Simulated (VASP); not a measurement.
Input for VASP

INCAR:
```
SYSTEM = MgH2
PREC = Accurate
ENCUT = 520
EDIFF = 1E-7
NELM = 100
ALGO = Normal
LREAL = .FALSE.
LASPH = .TRUE.
ISMEAR = -5
GGA = PE
IVDW = 13
LWAVE = .FALSE.
LCHARG = .TRUE.
LORBIT = 11
NEDOS = 601
ISIF = 2
LEFG = .TRUE.
```

**KPOINTS**
```
Automatic mesh
0
Gamma
6 6 8
0 0 0
```

**POSCAR**
```
MgH2
1
    4.4703757565     0.0000000000     0.0000000000
    0.0000000000     4.4703757565     0.0000000000
    0.0000000000     0.0000000000     2.9871830502
Mg H
2 4
Direct
  0.0000000000   0.0000000000   0.0000000000
  0.5000000000   0.5000000000   0.5000000000
  0.3041313471   0.3041313471   0.0000000000
  0.8041313471   0.1958686529   0.5000000000
  0.1958686529   0.8041313471   0.5000000000
  0.6958686529   0.6958686529   0.0000000000
```

POTCAR, in this order: Mg H (PBE.64 set). Program: vasp_std.

Task: Translate this PBE-D4 calculation to Ansatz.

Result: One equivalent input (not run):
Ansatz 0.2 input:
```yaml
crystal:
  lattice:
    - [4.4703758, 0.0000000, 0.0000000]
    - [0.0000000, 4.4703758, 0.0000000]
    - [0.0000000, 0.0000000, 2.9871831]
  atoms:
    - { symbol: Mg, position: [0.0000000, 0.0000000, 0.0000000] }
    - { symbol: Mg, position: [0.5000000, 0.5000000, 0.5000000] }
    - { symbol: H, position: [0.3041313, 0.3041313, 0.0000000] }
    - { symbol: H, position: [0.8041313, 0.1958687, 0.5000000] }
    - { symbol: H, position: [0.1958687, 0.8041313, 0.5000000] }
    - { symbol: H, position: [0.6958687, 0.6958687, 0.0000000] }
kpoints:
  mp_grid: { grid: [6, 6, 8] }
hamiltonian:
  xc: pbe
  dispersion: d4
  pseudopotentials: { kind: paw }
scf:
  occupations: { method: tetrahedron }
  max_iter: 100
output: { forces: true, stress: true, eigenvalues: true }
```
What does not carry over: each code has its own PAW files, so the cut-off isn't converted (ENCUT is set for VASP's; basis.ecutwfc is left out, and Ansatz then takes the one that its files recommend); Ansatz stops its SCF on the density residual and VASP on the energy change (EDIFF); the field gradients of LEFG aren't asked of the other code.

The compound is MgH2 in the rutile structure. It was relaxed first.
